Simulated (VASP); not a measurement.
Input:

```
La2O3
1.0
    1.96272    -3.39953     0.00000
    1.96272     3.39953     0.00000
    0.00000     0.00000     6.08412
La O
2 3
Direct
  0.33333   0.66667   0.24537
  0.66667   0.33333   0.75463
  0.00000   0.00000   0.00000
  0.33333   0.66667   0.64621
  0.66667   0.33333   0.35379
```

Method: r2SCAN+rVV10, VASP's PBE PAW potentials (set 64) (plane waves; VASP 6.6.1). Settings: 520 eV cut-off, 7×7×4 Γ-centred mesh, tetrahedra with Blöchl corrections, potentials La O.

The cores are frozen, which limits the accuracy of field gradients.

Task: Give the principal components of the electric field gradient (V/Å²) and the asymmetry η at each nucleus.

Result: 
| atom | Vxx | Vyy | Vzz | η |
|---|---|---|---|---|
| La1 | -59.5 | -59.5 | 119.1 | 0.00 |
| La2 | -59.5 | -59.5 | 119.1 | 0.00 |
| O3 | 4.4 | 4.4 | -8.8 | 0.00 |
| O4 | -4.3 | -4.3 | 8.5 | 0.00 |
| O5 | -4.3 | -4.3 | 8.5 | 0.00 |

The compound is La2O3 in the a-type structure. It was relaxed first.
